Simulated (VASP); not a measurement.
OSZICAR of a VASP run on Pd16F:

File OSZICAR:
```
       N       E                     dE             d eps       ncg     rms          rms(c)
DAV:   1    -0.816993117388E+02   -0.81699E+02   -0.11880E-02  2464   0.480E-01    0.655E-01
DAV:   2    -0.826015763230E+02   -0.90226E+00   -0.31991E+00  2496   0.759E+00    0.100E+01
DAV:   3    -0.816876806784E+02    0.91390E+00   -0.21951E+00  2576   0.664E+00    0.408E-01
DAV:   4    -0.816951509141E+02   -0.74702E-02   -0.19635E-02  1948   0.588E-01    0.230E-01
DAV:   5    -0.816952085361E+02   -0.57622E-04   -0.18137E-03  1920   0.273E-01    0.754E-02
DAV:   6    -0.816952596387E+02   -0.51103E-04   -0.46219E-04  1964   0.128E-01    0.705E-02
DAV:   7    -0.816952517525E+02    0.78862E-05   -0.88188E-05  1960   0.578E-02    0.447E-02
DAV:   8    -0.816952447630E+02    0.69894E-05   -0.32110E-05  1928   0.348E-02    0.299E-02
DAV:   9    -0.816952374645E+02    0.72985E-05   -0.23675E-05  1864   0.272E-02    0.967E-03
DAV:  10    -0.816952388042E+02   -0.13397E-05   -0.45127E-06  1356   0.977E-03    0.101E-02
DAV:  11    -0.816952389523E+02   -0.14810E-06   -0.30982E-06  1108   0.101E-02
   1 F= -.81695239E+02 E0= -.81685369E+02  d E =-.296100E-01
```

Q: Which electronic solver shows in the log?

A: It is blocked Davidson (ALGO = Normal, or the opening steps of other solvers). The INCAR had ALGO = Normal.

Q: Can the final energy be trusted as converged?

A: The run converged. It stopped with EDIFF = 1E-6, NELM = 100 (PBE GGA, plane waves, VASP's PBE PAW potentials (set 64)).

The cell is a thin slab with vacuum, built from Pd (fcc): (100) face, F adsorbed.
